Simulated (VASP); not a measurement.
Level of theory: PBE GGA, VASP's PBE PAW potentials (set 64) (plane waves; VASP).

Input for VASP

**KPOINTS**
```
Automatic
0
G
9 9 9
0 0 0
```

File POSCAR:
```
Li2O
2.310
  0.0000000000   1.0000000000   1.0000000000
  1.0000000000   0.0000000000   1.0000000000
  1.0000000000   1.0000000000   0.0000000000
Li O
2 1
Cart
  0.5000000000   0.5000000000   0.5000000000
  1.5000000000   1.5000000000   1.5000000000
  0.0000000000   0.0000000000   0.0000000000
```

INCAR:
```
ALGO  =  Normal
EDIFF  =  1E-6
ENCUT  =  520
GGA  =  PE
ISIF  =  2
ISMEAR  =  0
LASPH  =  T
LCHARG  =  F
LREAL  =  F
LWAVE  =  F
NELM  =  100
PREC  =  Accurate
SIGMA  =  0.05
SYMPREC  =  1E-3
SYSTEM  =  Li2O
```

POTCAR, in this order: Li_sv O (PBE.64 set). Program: vasp_std.

Problem. Estimate the energy per atom (σ→0).

Solution. 
The energy per atom (σ→0) comes out as -4.782 eV/atom.

OSZICAR:
```
...
DAV:   7    -0.143480796821E+02    0.32929E-01   -0.23339E-01   796   0.408E+00    0.148E+00
DAV:   8    -0.143476168025E+02    0.46288E-03   -0.58749E-02   848   0.303E+00    0.357E-01
DAV:   9    -0.143465090042E+02    0.11078E-02   -0.70377E-03   896   0.775E-01    0.108E-01
DAV:  10    -0.143469973462E+02   -0.48834E-03   -0.97491E-04   756   0.257E-01    0.512E-02
DAV:  11    -0.143469794015E+02    0.17945E-04   -0.42058E-05   960   0.832E-02    0.114E-02
DAV:  12    -0.143469813277E+02   -0.19262E-05   -0.56359E-06   864   0.239E-02    0.267E-03
DAV:  13    -0.143469814641E+02   -0.13638E-06   -0.82056E-07   782   0.928E-03
   1 F= -.14346981E+02 E0= -.14346981E+02  d E =-.130035E-14
```

The compound is Li2O in the antifluorite structure. The cell was not relaxed at this level. The run is one of a series of settings (SYMPREC = 1E-3 against the base run), some of them coarse on purpose.
